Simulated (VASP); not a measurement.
Output of a VASP run:

### OUTCAR
```
 ion  position               nearest neighbor table
   1  0.500  0.500  0.500-   4 1.90   3 1.90   4 1.90   4 1.90   3 1.90   3 1.90
   2  0.000  0.000  0.000-   3 2.00   4 2.00
   3  0.888  0.888  0.888-   1 1.90   1 1.90   1 1.90   2 2.00
   4  0.112  0.112  0.112-   1 1.90   1 1.90   1 1.90   2 2.00
  LATTYP: Found a trigonal (rhomboedric) cell.
 ALAT       =     6.1591959609
 COS(alpha) =     0.8948480285
 Subroutine PRICEL returns:
 Original cell was already a primitive cell.
 Subroutine GETGRP returns: Found 12 space group operations
The static configuration has the point symmetry D_3d.
The dynamic configuration has the point symmetry D_3d.
 Subroutine INISYM returns: Found 12 space group operations
 Subroutine IBZKPT returns following result:
 Found    231 irreducible k-points:

 Following reciprocal coordinates:
            Coordinates               Weight
  0.000000  0.000000  0.000000      1.000000
  0.076923 -0.000000  0.000000      6.000000
  0.153846  0.000000  0.000000      6.000000
  0.230769  0.000000 -0.000000      6.000000
  0.307692  0.000000  0.000000      6.000000
  0.384615 -0.000000  0.000000      6.000000
  0.461538 -0.000000  0.000000      6.000000
  0.076923  0.076923  0.000000      6.000000
  0.153846  0.076923  0.000000     12.000000
  0.230769  0.076923  0.000000     12.000000
  0.307692  0.076923  0.000000     12.000000
  0.384615  0.076923  0.000000     12.000000
  0.461538  0.076923  0.000000     12.000000
 -0.461538  0.076923  0.000000     12.000000
 -0.384615  0.076923 -0.000000     12.000000
 -0.307692  0.076923  0.000000     12.000000
 -0.230769  0.076923 -0.000000     12.000000
 -0.153846  0.076923  0.000000     12.000000
 -0.076923  0.076923  0.000000      6.000000
  0.153846  0.153846  0.000000      6.000000
  0.230769  0.153846  0.000000     12.000000
  0.307692  0.153846  0.000000     12.000000
  0.384615  0.153846  0.000000     12.000000
  0.461538  0.153846  0.000000     12.000000
 -0.461538  0.153846  0.000000     12.000000
 -0.384615  0.153846 -0.000000     12.000000
 -0.307692  0.153846 -0.000000     12.000000
 -0.230769  0.153846  0.000000     12.000000
 -0.153846  0.153846  0.000000      6.000000
  0.230769  0.230769 -0.000000      6.000000
  0.307692  0.230769  0.000000     12.000000
  0.384615  0.230769  0.000000     12.000000
  0.461538  0.230769  0.000000     12.000000
 -0.461538  0.230769  0.000000     12.000000
 -0.384615  0.230769 -0.000000     12.000000
 -0.307692  0.230769 -0.000000     12.000000
 -0.230769  0.230769  0.000000      6.000000
  0.307692  0.307692  0.000000      6.000000
  0.384615  0.307692  0.000000     12.000000
  0.461538  0.307692  0.000000     12.000000
   k-points           NKPTS =    231   k-points in BZ     NKDIM =    231   number of bands    NBANDS=     19
   number of dos      NEDOS =    301   number of ions     NIONS =      4
   total plane-waves  NPLWV =  64000
   dimension x,y,z NGX =    40 NGY =   40 NGZ =   40
   dimension x,y,z NGXF=    80 NGYF=   80 NGZF=   80
   ions per type =               1   1   2
   PREC   = accura    normal or accurate (medium, high low for compatibility)
   ISTART =      0    job   : 0-new  1-cont  2-samecut
   ICHARG =      2    charge: 1-file 2-atom 10-const
   ISPIN  =      1    spin polarized calculation?
   LNONCOLLINEAR =      F non collinear calculations
   LSORBIT =      F    spin-orbit coupling
   INIWAV =      1    electr: 0-lowe 1-rand  2-diag
   ENCUT  =  400.0 eV  29.40 Ry    5.42 a.u.  10.04 10.04 10.04*2*pi/ulx,y,z
   NELM   =    100;   NELMIN=  2; NELMDL= -5     # of ELM steps
   EDIFF  = 0.1E-05   stopping-criterion for ELM
   LREAL  =      F    real-space projection
   NLSPLINE    = F    spline interpolate recip. space projectors
   LMAXMIX     =    6 max onsite mixed and CHGCAR
   VOSKOWN=      0    Vosko Wilk Nusair interpolation
   EDIFFG = 0.1E-04   stopping-criterion for IOM
...
```

OSZICAR:
```
       N       E                     dE             d eps       ncg     rms          rms(c)
DAV:   1     0.227372214288E+03    0.22737E+03   -0.13464E+04  8994   0.146E+03
DAV:   2    -0.833521980991E+01   -0.23571E+03   -0.22024E+03  9491   0.368E+02
DAV:   3    -0.307466342806E+02   -0.22411E+02   -0.21427E+02 10135   0.127E+02
DAV:   4    -0.313406832942E+02   -0.59405E+00   -0.59063E+00  9806   0.209E+01
DAV:   5    -0.313570092602E+02   -0.16326E-01   -0.16320E-01 10992   0.342E+00    0.279E+01
DAV:   6    -0.319579595808E+02   -0.60095E+00   -0.40844E+01 10620   0.114E+02    0.323E+01
DAV:   7    -0.279360281419E+02    0.40219E+01   -0.28974E+01 10282   0.160E+02    0.213E+01
DAV:   8    -0.265122300695E+02    0.14238E+01   -0.91019E+00 12845   0.317E+01    0.584E+00
DAV:   9    -0.264727882634E+02    0.39442E-01   -0.31426E-01 10575   0.708E+00    0.237E+00
DAV:  10    -0.264680127627E+02    0.47755E-02   -0.16265E-02 12069   0.127E+00    0.730E-01
DAV:  11    -0.264658006694E+02    0.22121E-02   -0.20150E-03 13179   0.914E-01    0.386E-01
DAV:  12    -0.264646868993E+02    0.11138E-02   -0.16862E-03 13210   0.872E-01    0.171E-01
DAV:  13    -0.264644566384E+02    0.23026E-03   -0.55976E-04 12930   0.379E-01    0.481E-02
DAV:  14    -0.264644453012E+02    0.11337E-04   -0.63938E-05 11376   0.122E-01    0.252E-02
DAV:  15    -0.264644408765E+02    0.44247E-05   -0.71373E-06 10590   0.460E-02    0.128E-02
DAV:  16    -0.264644405123E+02    0.36413E-06   -0.61295E-06 10271   0.479E-02
   1 F= -.26464441E+02 E0= -.26465051E+02  d E =0.183086E-02
```

**OUTCAR**
```
------------------------ aborting loop because EDIFF is reached ----------------------------------------
  FORCE on cell =-STRESS in cart. coord.  units (eV):
  Direction    XX          YY          ZZ          XY          YZ          ZX
  --------------------------------------------------------------------------------------
  Total        0.2363707      0.2363706      0.2362473      0.0000000     -0.0000000      0.0000000
  in kB        9.2286119      9.2286090      9.2237939      0.0000000     -0.0000005      0.0000000
  external PRESSURE =       9.2270049 kB  Pullay stress =       0.0000000 kB
  volume of cell :       41.04
      direct lattice vectors                 reciprocal lattice vectors
     1.412270000  0.815374000  5.939390000     0.354039950  0.204405093  0.056122498
    -1.412270000  0.815374000  5.939390000    -0.354039950  0.204405093  0.056122498
     0.000000000 -1.630749000  5.939390000     0.000000000 -0.408810187  0.056122463
 POSITION                                       TOTAL-FORCE (eV/Angst)
 -----------------------------------------------------------------------------------
      0.00000     -0.00000      8.90909        -0.000000      0.000000      0.000000
      0.00000      0.00000      0.00000         0.000000      0.000000     -0.000000
      0.00000     -0.00000     15.81824         0.000000     -0.000000      0.101221
      0.00000     -0.00000      1.99993         0.000000      0.000000     -0.101221
 -----------------------------------------------------------------------------------
    total drift:                               -0.000000     -0.000000      0.000000
  FREE ENERGIE OF THE ION-ELECTRON SYSTEM (eV)
  ---------------------------------------------------
  free  energy   TOTEN  =       -26.4644405123 eV

  energy  without entropy=      -26.4662713710  energy(sigma->0) =      -26.46505080
```
(Selected blocks of OUTCAR.)

**POSCAR**
```
CoPtO2
1
    1.4122700000     0.8153740000     5.9393900000
   -1.4122700000     0.8153740000     5.9393900000
    0.0000000000    -1.6307490000     5.9393900000
Co Pt O
1 1 2
Direct
  0.5000000000   0.5000000000   0.5000000000
  0.0000000000   0.0000000000   0.0000000000
  0.8877590000   0.8877590000   0.8877590000
  0.1122410000   0.1122410000   0.1122410000
```

Problem. Write an INCAR and KPOINTS that could have produced this output.

Solution. Several could match; the one computed here: the input of the run itself, PBE GGA, plane waves, VASP's PBE PAW potentials (set 64).

INCAR:
```
ALGO  =  Normal
EDIFF  =  1E-6
ENCUT  =  400
GGA  =  PE
ISIF  =  2
ISMEAR  =  1
LASPH  =  T
LCHARG  =  F
LMAXMIX  =  6
LREAL  =  F
LWAVE  =  F
NELM  =  100
PREC  =  Accurate
SIGMA  =  0.2
SYSTEM  =  CoPtO2
```

### KPOINTS
```
Automatic mesh
0
Gamma
13 13 13
0 0 0
```

POTCAR, in this order: Co Pt O (PBE.64 set). Program: vasp_std.

At this cut-off the stress carries a Pulay error, which pulls relaxed volumes low.

The structure comes from a computed database's CoPtO2 entry; how it stands against other phases isn't given here. The cell was not relaxed at this level. The run is not spin-polarised, so no magnetic state was tried. The electron count is odd and the run is not spin-polarised, which forces a metal.
